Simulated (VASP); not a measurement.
OSZICAR of a VASP run on PtAl2 (fluorite):

**OSZICAR**
```
       N       E                     dE             d eps       ncg     rms          rms(c)
DAV:   1     0.425554996289E+02    0.42555E+02   -0.58180E+03   720   0.904E+02
DAV:   2    -0.151667260994E+02   -0.57722E+02   -0.51562E+02   856   0.169E+02
DAV:   3    -0.167855299897E+02   -0.16188E+01   -0.16034E+01   884   0.278E+01
DAV:   4    -0.167985091886E+02   -0.12979E-01   -0.12975E-01   824   0.301E+00
DAV:   5    -0.167987092430E+02   -0.20005E-03   -0.20005E-03   896   0.391E-01    0.865E+00
DAV:   6    -0.163402355117E+02    0.45847E+00   -0.24899E+00   804   0.155E+01    0.225E+00
DAV:   7    -0.162605040511E+02    0.79731E-01   -0.19730E-01   760   0.453E+00    0.169E+00
DAV:   8    -0.162307043096E+02    0.29800E-01   -0.31270E-02   792   0.177E+00    0.250E-01
DAV:   9    -0.162307195360E+02   -0.15226E-04   -0.18296E-03   812   0.418E-01    0.164E-01
DAV:  10    -0.162308751169E+02   -0.15558E-03   -0.32656E-04   760   0.151E-01    0.182E-02
DAV:  11    -0.162308720915E+02    0.30254E-05   -0.18478E-05   836   0.452E-02    0.831E-03
DAV:  12    -0.162308739487E+02   -0.18572E-05   -0.55963E-06   752   0.180E-02    0.228E-03
DAV:  13    -0.162308738770E+02    0.71715E-07   -0.55485E-07   488   0.777E-03
   1 F= -.16230874E+02 E0= -.16230591E+02  d E =-.113295E-02
```

Q: Which electronic solver shows in the log?

A: It is blocked Davidson (ALGO = Normal, or the opening steps of other solvers). The INCAR had ALGO = Normal.

Q: Can the final energy be trusted as converged?

A: Self-consistency was reached. It stopped with EDIFF = 1E-6, NELM = 100 (PBE GGA, plane waves, VASP's PBE PAW potentials (set 64)).

The compound is PtAl2 in the fluorite structure. The cell was not relaxed at this level. The run is one of a series of settings (ISMEAR = 2, SIGMA = 0.2 against the base run), some of them coarse on purpose.
